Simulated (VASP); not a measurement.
Given:

```yaml
crystal:
  lattice:
    - [0.00000, 2.84308, 2.84308]
    - [2.84308, 0.00000, 2.84308]
    - [2.84308, 2.84308, 0.00000]
  atoms:
    - { symbol: Na, position: [0.00000, 0.00000, 0.00000] }
    - { symbol: Cl, position: [0.50000, 0.50000, 0.50000] }
```

These are PW91 GGA, VASP's PBE PAW potentials (set 64) (plane waves; VASP) values and carry that method's errors. Run with 520 eV cut-off, Gaussian smearing of 0.050 eV, potentials Na_pv Cl.

Estimate the band gap (along the path) with the smallest direct gap where there is one.

The band gap (along the path) is 5.03 eV and the smallest direct gap (along the path) is 5.03 eV.

Total energies compare only between runs with the same potentials, cut-off and functional.

The compound is NaCl in the rock salt structure. It was relaxed first.
